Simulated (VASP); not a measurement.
Method: PBEsol GGA with spin-orbit coupling, VASP's PBE PAW potentials (set 64) (plane waves; VASP).

Input for VASP

File KPOINTS_OPT:
```
k-points along high-symmetry lines
12
Line-mode
Reciprocal
  0.000000   0.000000   0.000000 ! GAMMA
  0.000000  -0.500000   0.000000 ! X

  0.000000   0.000000   0.000000 ! GAMMA
 -0.500000   0.000000   0.000000 ! Z

 -0.500000   0.000000   0.000000 ! Z
 -0.500000  -0.500000   0.000000 ! U

  0.000000  -0.500000   0.000000 ! X
 -0.500000  -0.500000   0.000000 ! U
```

### INCAR
```
EDIFF = 1E-6   # SCF stop (eV)
GGA_COMPAT = .False.
LREAL = .False.
LSORBIT = .True.
LMAXMIX = 4   # l cut-off of mixed one-centre charges
LCHARG = .False.
ALGO = Normal
ENCUT = 400   # plane-wave cut-off (eV)
LASPH = .True.
SYSTEM = Sb
SIGMA = 0.05   # width (eV)
MAGMOM = 12*0
ISMEAR = 0
GGA = PS   # PBEsol
PREC = Accurate
NELM = 100
LWAVE = .False.
```

POSCAR:
```
Sb
1.0
  4.5808827699   0.0000000000   0.0000000000
  0.0000000000   4.3999813225   0.0000000000
  0.0000000000   0.0000000000  20.9888193800
Sb
4
Cart
  2.4699087177   0.0000000000  11.8895032805
  4.4014154372   2.1999906613  11.8895032805
  2.1109740522   0.0000000000   9.0993160995
  0.1794673327   2.1999906613   9.0993160995
```

### KPOINTS
```
Automatic mesh
0
G
  5 5 1
```

POTCAR, in this order: Sb (PBE.64 set). Program: vasp_ncl.

The resulting files:

File OUTCAR:
```
 ion  position               nearest neighbor table
   1  0.539  0.000  0.566-   3 2.81   2 2.93   2 2.93   2 3.44   2 3.44
   2  0.961  0.500  0.566-   4 2.81   1 2.93   1 2.93   1 3.44   1 3.44
   3  0.461  0.000  0.434-   1 2.81   4 2.93   4 2.93   4 3.44   4 3.44
   4  0.039  0.500  0.434-   2 2.81   3 2.93   3 2.93   3 3.44   3 3.44
  LATTYP: Found a simple orthorhombic cell.
 ALAT       =     4.3999813225
 B/A-ratio  =     1.0411141398
 C/A-ratio  =     4.7702064717
 Subroutine PRICEL returns:
 Original cell was already a primitive cell.
 Subroutine GETGRP returns: Found  8 space group operations
The static configuration has the point symmetry C_2h.
 The point group associated with its full space group is D_2h.
The dynamic configuration has the point symmetry C_2h.
The overall configuration has the point symmetry C_2h.
 Subroutine INISYM returns: Found  8 space group operations
 Subroutine IBZKPT returns following result:
 Found      9 irreducible k-points:

 Following reciprocal coordinates:
            Coordinates               Weight
  0.000000  0.000000  0.000000      1.000000
  0.200000  0.000000  0.000000      2.000000
  0.400000  0.000000  0.000000      2.000000
  0.000000  0.200000  0.000000      2.000000
  0.200000  0.200000  0.000000      4.000000
  0.400000  0.200000  0.000000      4.000000
  0.000000  0.400000  0.000000      2.000000
  0.200000  0.400000  0.000000      4.000000
  0.400000  0.400000  0.000000      4.000000
   k-points           NKPTS =      9   k-points in BZ     NKDIM =      9   number of bands    NBANDS=     28
   number of dos      NEDOS =    301   number of ions     NIONS =      4
   total plane-waves  NPLWV = 126000
   dimension x,y,z NGX =    30 NGY =   30 NGZ =  140
   dimension x,y,z NGXF=    60 NGYF=   60 NGZF=  280
   ions per type =               4
   PREC   = accura    normal or accurate (medium, high low for compatibility)
   ISTART =      0    job   : 0-new  1-cont  2-samecut
   ICHARG =      2    charge: 1-file 2-atom 10-const
   ISPIN  =      1    spin polarized calculation?
   LNONCOLLINEAR =      T non collinear calculations
   LSORBIT =      T    spin-orbit coupling
   INIWAV =      1    electr: 0-lowe 1-rand  2-diag
   ENCUT  =  400.0 eV  29.40 Ry    5.42 a.u.   7.47  7.18 34.23*2*pi/ulx,y,z
   NELM   =    100;   NELMIN=  2; NELMDL= -5     # of ELM steps
   EDIFF  = 0.1E-05   stopping-criterion for ELM
   LREAL  =      F    real-space projection
   NLSPLINE    = F    spline interpolate recip. space projectors
   LMAXMIX     =    4 max onsite mixed and CHGCAR
   VOSKOWN=      0    Vosko Wilk Nusair interpolation
   EDIFFG = 0.1E-04   stopping-criterion for IOM
   NSW    =      0    number of steps for IOM
   NBLOCK =      1;   KBLOCK =      1    inner block; outer block
   IBRION =     -1    ionic relax: 0-MD 1-quasi-New 2-CG
   NFREE  =      0    steps in history (QN), initial steepest desc. (CG)
   ISIF   =      2    stress and relaxation
   ISYM   =      2    0-nonsym 1-usesym 2-fastsym
   TEIN   =    0.0    initial temperature
   TEBEG  =    0.0;   TEEND  =   0.0 temperature during run
   SMASS  =  -3.00    Nose mass-parameter (am)
   PSTRESS=    0.0 pullay stress
   NELECT =      20.0000    total number of electrons
   EFERMI =   0.00;   METHOD = LEGACY
   ISMEAR =     0;   SIGMA  =   0.05  broadening in eV -4-tet -1-fermi 0-gaus
   IALGO  =     38    algorithm
   LDIAG  =      T    sub-space diagonalisation (order eigenvalues)
   IMIX   =      4    mixing-type and parameters
     AMIX     =   0.40;   BMIX     =  1.00
     AMIX_MAG =   1.60;   BMIX_MAG =  1.00
     AMIN     =   0.10
   GGA     = PS    functional components
   VOSKOWN =     0    Vosko Wilk Nusair interpolation
   LHFCALC =     F    Hartree Fock is set to
   LHFONE  =     F    Hartree Fock one center treatment
...
```

### OSZICAR
```
       N       E                     dE             d eps       ncg     rms          rms(c)
DAV:   1     0.113788976615E+03    0.11379E+03   -0.48546E+03   504   0.781E+02
DAV:   2    -0.442621874424E+01   -0.11822E+03   -0.11555E+03   744   0.154E+02
DAV:   3    -0.174936643688E+02   -0.13067E+02   -0.12962E+02   588   0.557E+01
DAV:   4    -0.179647948346E+02   -0.47113E+00   -0.46949E+00   736   0.126E+01
DAV:   5    -0.179766774874E+02   -0.11883E-01   -0.11874E-01   744   0.232E+00    0.487E+00
DAV:   6    -0.179138282029E+02    0.62849E-01   -0.30210E-02   628   0.928E-01    0.291E+00
DAV:   7    -0.178799894944E+02    0.33839E-01   -0.19273E-02   580   0.739E-01    0.170E+00
DAV:   8    -0.178604671881E+02    0.19522E-01   -0.18110E-02   572   0.699E-01    0.126E-01
DAV:   9    -0.178567845219E+02    0.36827E-02   -0.42903E-03   648   0.348E-01    0.745E-02
DAV:  10    -0.178567293735E+02    0.55148E-04   -0.92478E-04   576   0.148E-01    0.373E-02
DAV:  11    -0.178578103864E+02   -0.10810E-02   -0.78369E-04   548   0.128E-01    0.223E-02
DAV:  12    -0.178587098262E+02   -0.89944E-03   -0.14144E-04   620   0.767E-02    0.166E-02
DAV:  13    -0.178593843229E+02   -0.67450E-03   -0.59127E-05   544   0.554E-02    0.754E-03
DAV:  14    -0.178598028809E+02   -0.41856E-03   -0.24603E-05   572   0.254E-02    0.364E-03
DAV:  15    -0.178599360731E+02   -0.13319E-03   -0.25201E-06   556   0.832E-03    0.204E-03
DAV:  16    -0.178599726101E+02   -0.36537E-04   -0.13130E-06   472   0.512E-03    0.115E-03
DAV:  17    -0.178599828915E+02   -0.10281E-04   -0.18187E-06   488   0.484E-03    0.574E-04
DAV:  18    -0.178599966366E+02   -0.13745E-04   -0.53763E-07   428   0.271E-03    0.478E-04
DAV:  19    -0.178600113907E+02   -0.14754E-04   -0.10222E-06   460   0.304E-03    0.286E-04
DAV:  20    -0.178600190359E+02   -0.76452E-05   -0.27851E-07   456   0.171E-03    0.225E-04
DAV:  21    -0.178600230774E+02   -0.40415E-05   -0.82312E-08   380   0.106E-03    0.149E-04
DAV:  22    -0.178600243846E+02   -0.13072E-05   -0.19575E-08   416   0.553E-04    0.413E-05
DAV:  23    -0.178600246888E+02   -0.30421E-06   -0.31897E-09   328   0.278E-04
   1 F= -.17860025E+02 E0= -.17860024E+02  d E =-.190427E-05  mag=     0.0000     0.0000     0.0000
       N       E                     dE             ncg
       N       E                     dE             ncg
       N       E                     dE             ncg
       N       E                     dE             ncg
       N       E                     dE             ncg
       N       E                     dE             ncg
```

### OUTCAR
```
------------------------ aborting loop because EDIFF is reached ----------------------------------------
  FORCE on cell =-STRESS in cart. coord.  units (eV):
  Direction    XX          YY          ZZ          XY          YZ          ZX
  --------------------------------------------------------------------------------------
  Total        0.0558043      0.0426948      0.1539498      0.0000000      0.0000000     -0.0000000
  in kB        0.2113443      0.1616953      0.5830444      0.0000000      0.0000000     -0.0000000
  external PRESSURE =       0.3186947 kB  Pullay stress =       0.0000000 kB
  volume of cell :      423.05
      direct lattice vectors                 reciprocal lattice vectors
     4.580882770  0.000000000  0.000000000     0.218298536  0.000000000  0.000000000
     0.000000000  4.399981323  0.000000000     0.000000000  0.227273692  0.000000000
     0.000000000  0.000000000 20.988819380     0.000000000  0.000000000  0.047644414
 POSITION                                       TOTAL-FORCE (eV/Angst)
 -----------------------------------------------------------------------------------
      2.46991      0.00000     11.88950        -0.027741      0.000000      0.029529
      4.40142      2.19999     11.88950         0.027741      0.000000      0.029529
      2.11097      0.00000      9.09932         0.027741      0.000000     -0.029529
      0.17947      2.19999      9.09932        -0.027741      0.000000     -0.029529
 -----------------------------------------------------------------------------------
    total drift:                               -0.000000      0.000000     -0.000000
  FREE ENERGIE OF THE ION-ELECTRON SYSTEM (eV)
  ---------------------------------------------------
  free  energy   TOTEN  =       -17.8600246888 eV

  energy  without entropy=      -17.8600227846  energy(sigma->0) =      -17.86002374

 Ion:    1  E_soc:     -0.1342552

 Ion:    2  E_soc:     -0.1342552

 Ion:    3  E_soc:     -0.1342552

 Ion:    4  E_soc:     -0.1342552
```
(Selected blocks of OUTCAR.)

The cell holds a wide vacuum, so values per volume refer to the whole cell.

The cell is a sheet with vacuum, built from a generated structure.
